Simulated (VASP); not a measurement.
Consider the following.

```
PbSe
1.0
    0.00000     3.10789     3.10789
    3.10789     0.00000     3.10789
    3.10789     3.10789     0.00000
Pb Se
1 1
Cartesian
  0.00000   0.00000   0.00000
  3.10789   3.10789   3.10789
```

Computed with SCAN meta-GGA, VASP's PBE PAW potentials (set 64) (plane waves; VASP). Run with 520 eV cut-off, 8×8×8 Γ-centred mesh, Gaussian smearing of 0.050 eV, potentials Pb_d Se.

Question: Give the stress tensor in GPa (positive for a compressed cell).

Answer: 
```
-1.44   0.00   0.00
 0.00  -1.44   0.00
 0.00   0.00  -1.44
```
The pressure is its mean diagonal, -1.44 GPa.

The compound is PbSe in the rock salt structure. This cell is one point of a volume scan, at 1.03 of the reference volume.
